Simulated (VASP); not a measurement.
Consider the following.

```
CELL_PARAMETERS angstrom
      0.00000     2.81657     2.81657
      2.81657     0.00000     2.81657
      2.81657     2.81657     0.00000
ATOMIC_POSITIONS crystal
  Li 0.25000 0.25000 0.25000
  Li 0.75000 0.75000 0.75000
  S  0.00000 0.00000 0.00000
```

These are AM05 GGA, VASP's PBE PAW potentials (set 64) (plane waves; VASP) values and carry that method's errors. Run with 520 eV cut-off, 7×7×7 Γ-centred mesh, Gaussian smearing of 0.050 eV, potentials Li_sv S.

Predict the energy per atom (σ→0), pressure.

| Property | Result |
|---|---|
| energy per atom (σ→0) | -3.973 eV/atom |
| pressure | 1.11 GPa |

Total energies compare only between runs with the same potentials, cut-off and functional.

The compound is Li2S in the antifluorite structure. This cell is one point of a volume scan, at 0.97 of the reference volume.
